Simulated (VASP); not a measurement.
Runs of VASP 6.6.1 on ZrB. The structure is cubic, space group Fm-3m (No. 225). Conventional cell: a = 4.863 Å, b = 4.863 Å, c = 4.863 Å, α = 90.00°, β = 90.00°, γ = 90.00°. Zr (site symmetry m-3m) has 6 B at 2.43 Å as nearest neighbours. Around B (site symmetry m-3m) lie 6 Zr at 2.43 Å. 

| task | cell | k mesh | cutoff (eV) | mesh quality | gap on the mesh (eV) | pressure (GPa) | relaxed volume (Å³/atom) |
| --- | --- | --- | --- | --- | --- | --- | --- |
| relaxation of cell and atoms | relaxed | 14 × 14 × 14 | 600 | not flagged | none | 0.0 | (a) |
| single point | Fm-3m, 14.37 Å³/atom | 8 × 8 × 8 | 520 | not flagged | none | -0.1 | - |
| single point | Fm-3m, 12.57 Å³/atom | 6 × 6 × 6 | 520 | coarse | none | 29.0 | - |
| relaxation of cell and atoms | relaxed | 8 × 8 × 8 | 600 | not flagged | none | -0.1 | 14.38 |
| single point | Fm-3m, 14.35 Å³/atom | 14 × 14 × 14 | 520 | not flagged | none | 0.1 | - |

Alike in all rows: level PBE+D3(BJ); potentials or basis VASP PAW PBE potentials, release 64 (Zr_sv, B); no spin polarisation; smearing gaussian 0.1 eV.

Task: Estimate the missing entries.

Result: (a) 14.36.

Caveats: some runs use coarse meshes; pairwise dispersion overbinds metals, which lowers pressure and volume; a pressure of tens of GPa on the cell as given is suspect, and the run, the potentials or the cell itself is likely at fault (some runs); the volume moved by +14 % from the deposited cell, more than functionals usually miss (some runs).

A k mesh can miss the band edges, and the runs leave out spin-orbit coupling on Zr.

A gap of «none» marks a metal or a gap under the smearing width.
